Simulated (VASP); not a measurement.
Input:

```xyz
2
Lattice="0.0000 3.1060 3.1060 3.1060 0.0000 3.1060 3.1060 3.1060 0.0000" Properties=species:S:1:pos:R:3 pbc="T T T"
K      0.0000     0.0000     0.0000
Cl     3.1060     3.1060     3.1060
```

Calculation: vdW-DF2, VASP's PBE PAW potentials (set 64) (plane waves; VASP). Numerical set-up: 520 eV cut-off, 7×7×7 Γ-centred mesh, Gaussian smearing of 0.050 eV, potentials K_sv Cl.

Give the stress tensor in GPa (positive for a compressed cell).

```
1.42  0.00  0.00
0.00  1.42  0.00
0.00  0.00  1.42
```
The pressure is its mean diagonal, 1.42 GPa.

The compound is KCl in the rock salt structure. This cell is one point of a volume scan, at 0.94 of the reference volume.
